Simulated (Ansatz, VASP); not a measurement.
Be3B in VASP and in Ansatz

Contents of INCAR:

```
PREC = Accurate
ENCUT = 600
EDIFF = 1E-6
ISMEAR = 0
SIGMA = 0.1
LREAL = F
LASPH = T
NELM = 100
ALGO = Normal
ISIF = 3
LWAVE = F
LCHARG = F
GGA = PE
IBRION = 2
NSW = 100
EDIFFG = -0.01
```

File KPOINTS:

```
Automatic mesh
0
Gamma
  24 24 8
```

Contents of POSCAR:

```
Be3B
1.0
    2.2773125126      0.0000000000      0.0000000000
   -1.1386562563      1.9722104883      0.0000000000
    0.0000000000      0.0000000000      6.7192851308
Be B
3 1
Direct
    0.6666666667      0.3333333333      0.5000000000
    0.3333333333      0.6666666667      0.2268688293
    0.3333333333      0.6666666667      0.7731311707
    0.6666666667      0.3333333333      0.0000000000
```

Input for Ansatz:

```yaml
crystal:
  lattice:
    - [2.2773125126, 0.0, 0.0]
    - [-1.1386562563, 1.9722104883, 0.0]
    - [0.0, 0.0, 6.7192851308]
  atoms:
    - { symbol: Be, position: [0.6666666667, 0.3333333333, 0.5] }
    - { symbol: Be, position: [0.3333333333, 0.6666666667, 0.2268688293] }
    - { symbol: Be, position: [0.3333333333, 0.6666666667, 0.7731311707] }
    - { symbol: B, position: [0.6666666667, 0.3333333333, 0.0] }
basis:
  ecutwfc: 420
kpoints:
  mp_grid: { grid: [24, 24, 8] }
hamiltonian:
  xc: pbe
scf:
  occupations: { method: gaussian, width: 0.1 }
output:
  forces: true
  stress: true
  eigenvalues: true
  write_density: true
  write_potential: true
  elf: true
  volumetric_format: npy
relax:
  adjacent_minimum: "off"
  f_tol: 0.01
  max_steps: 80
  cell: { stress_tol: 0.05 }
```

Change from the starting cell: species swapped into the Tl3Bi type (P-6m2, No. 187).

Alike in both runs: task relaxation of cell and atoms; functional PBE; k mesh 24 × 24 × 8; occupations gaussian, width 0.1 eV; no spin polarisation.

|  | VASP | Ansatz |
| --- | --- | --- |
| version | VASP 6.6.1 | Ansatz 0.2.0 |
| potentials or method | VASP PAW PBE potentials, release 64 (Be, B) | scalar-relativistic, plane waves, PAW |
| plane-wave cutoff (eV) | 600 | 420 |
| valence electrons in the cell | 9 | 9 |

Ansatz gave:

```
gap on the k mesh at the Fermi level, each at its own relaxed structure (eV) : none
relaxed volume (Å³/atom)                                                     : 7.58
relaxed cell length with the largest relative difference (Å)                 : 6.681
energy change over the relaxation (meV/atom)                                 : -1
```

**Question.** What did VASP give for the same quantities?

**Answer.** gap on the k mesh at the Fermi level, each at its own relaxed structure (eV): none; relaxed volume (Å³/atom): 7.58; relaxed cell length with the largest relative difference (Å): 6.684; energy change over the relaxation (meV/atom): -1.

A gap of «none» marks a metal or a gap that the smearing closes.
